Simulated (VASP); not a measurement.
Consider the following.

```
CELL_PARAMETERS angstrom
     -2.77189     2.77189     4.35666
      2.77189    -2.77189     4.35666
      2.77189     2.77189    -4.35666
ATOMIC_POSITIONS crystal
  Si 0.75000 0.25000 0.50000
  Si 0.00000 0.00000 0.00000
  S  0.09278 0.12500 0.46778
  S  0.87500 0.34278 0.96778
  S  0.65722 0.62500 0.53222
  S  0.37500 0.90722 0.03222
```

Calculation: r2SCAN meta-GGA, VASP's PBE PAW potentials (set 64) (plane waves; VASP). Run with 400 eV cut-off, 6×6×6 Γ-centred mesh, tetrahedra with Blöchl corrections, potentials Si S.

The cores are frozen, which limits the accuracy of field gradients.

Task: Give the principal components of the electric field gradient (V/Å²) and the asymmetry η at each nucleus.

Result: 
```tsv
atom	Vxx	Vyy	Vzz	η
Si1	-3.9	-3.9	7.9	0.00
Si2	-3.9	-3.9	7.9	0.00
S3	122.2	8.6	-130.8	0.87
S4	122.2	8.6	-130.8	0.87
S5	122.2	8.6	-130.8	0.87
S6	122.2	8.6	-130.8	0.87
```

The structure comes from a computed database's SiS2 entry (I-42d); how it stands against other phases isn't given here. It was relaxed first.
